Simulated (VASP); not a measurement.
Input of a VASP 6.6.1 run:

INCAR

```
PREC     = Accurate       # precision mode
ENCUT    = 520            # plane-wave cutoff, eV
EDIFF    = 1E-7           # SCF threshold, eV
ISMEAR   = -1             # smearing method
SIGMA    = 0.05           # smearing width, eV
LREAL    = False          # projectors in reciprocal space
LASPH    = True           # aspherical terms in the spheres
NELM     = 100            # most SCF steps
ALGO     = Normal         # electronic algorithm
ISIF     = 2              # what is computed and relaxed
LWAVE    = False          # write WAVECAR
LCHARG   = False          # write CHGCAR
GGA      = PE             # functional
NBANDS   = 34             # bands
```

File KPOINTS:

```
regular mesh
0
Gamma
  8 8 8
```

Contents of POSCAR:

```
CuSn3
1.0
   -2.2399030000      2.2399030000      4.8707040000
    2.2399030000     -2.2399030000      4.8707040000
    2.2399030000      2.2399030000     -4.8707040000
Sn Cu
3 1
Direct
    0.5164740000      0.5066350000      0.0234660000
    0.2557510000      0.7440650000      0.4976130000
    0.7523960000      0.2453410000      0.4953410000
    0.0158090000     -0.0017010000      0.0089130000
```

Potentials or basis: VASP PAW PBE potentials, release 64 (Sn_d, Cu).

The run is started by

```sh
$ cat potpaw_PBE.64/Sn_d/POTCAR potpaw_PBE.64/Cu/POTCAR > POTCAR
$ mpirun -np 1 vasp_std > vasp.out
```

Question: Predict the band gap on the k mesh.

Answer: None (metal or under the smearing width).

Question: What does it give for the pressure?

Answer: -1.0 GPa.

Question: Predict the largest force.

Answer: 0.098 eV/Å.

Stress tensor (GPa, compression positive):
```
-0.89 -0.02 -0.04
-0.02 -0.87 -0.09
-0.04 -0.09 -1.22
```
